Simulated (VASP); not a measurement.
Energy against volume of TiCo (CsCl type). These are TPSS meta-GGA, VASP's PBE PAW potentials (set 64) (plane waves; VASP) values and carry that method's errors.

```tsv
V (Å³/atom)	E (eV/atom)
12.015	-15.19192
12.399	-15.21604
12.782	-15.22401
13.165	-15.21827
13.549	-15.20064
```

Fit a third-order Birch-Murnaghan equation of state.

The volume per atom is 12.80 Å³/atom and the bulk modulus comes out as 190 GPa. The pressure derivative of the bulk modulus comes out as 4.12 and the lattice constant a comes out as 2.947 Å.

Measured: bulk modulus 154 GPa (computed value off by +23.6 %), a 2.995 Å (computed value off by -1.6 %), as given by Yamada et al., (2019), arXiv:1910.09660. The calculation is for a static lattice, while the measured bulk modulus, a hold thermal and zero-point effects, which are part of the difference.

The compound is TiCo in the CsCl type structure. It was relaxed first. The run is not spin-polarised, so no magnetic state was tried.
